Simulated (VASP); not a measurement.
An input for Ansatz (written as the equivalent of a VASP run, and not itself run):

Ansatz 0.2 input:
```yaml
crystal:
  lattice:
    - [-2.7668600, 2.7668600, 2.7668600]
    - [2.7668600, -2.7668600, 2.7668600]
    - [2.7668600, 2.7668600, -2.7668600]
  atoms:
    - { symbol: Rb, position: [0.0000000, 0.0000000, 0.0000000] }
kpoints:
  mp_grid: { grid: [9, 9, 9] }
hamiltonian:
  xc: pbe
  dispersion: d4
  pseudopotentials: { kind: paw }
scf:
  occupations: { method: methfessel_paxton, width: 0.1 }
  max_iter: 100
output: { forces: true, stress: true, eigenvalues: true }
```

Task: Write the VASP files for the same calculation (PBE-D4).

Result: One answer among several that fit: 
**POSCAR**
```
Rb
1
   -2.7668600117     2.7668600117     2.7668600117
    2.7668600117    -2.7668600117     2.7668600117
    2.7668600117     2.7668600117    -2.7668600117
Rb
1
Direct
  0.0000000000   0.0000000000   0.0000000000
```

INCAR:
```
SYSTEM = Rb
PREC = Accurate
ENCUT = 520
EDIFF = 1E-7
NELM = 100
ALGO = Normal
LREAL = .FALSE.
LASPH = .TRUE.
ISMEAR = 1
SIGMA = 0.1
GGA = PE
IVDW = 13
LMAXMIX = 4
LWAVE = .FALSE.
LCHARG = .FALSE.
ISIF = 2
```

File KPOINTS:
```
Automatic
0
G
  9 9 9
```

POTCAR, in this order: Rb_sv (PBE.64 set). Program: vasp_std.

What does not carry over: each code has its own PAW files, so the cut-off isn't converted (ENCUT is set for VASP's; basis.ecutwfc is left out, and Ansatz then takes the one that its files recommend); Ansatz stops its SCF on the density residual and VASP on the energy change (EDIFF).

The compound is Rb in the bcc structure. This cell is one point of a volume scan, at 0.97 of the reference volume.
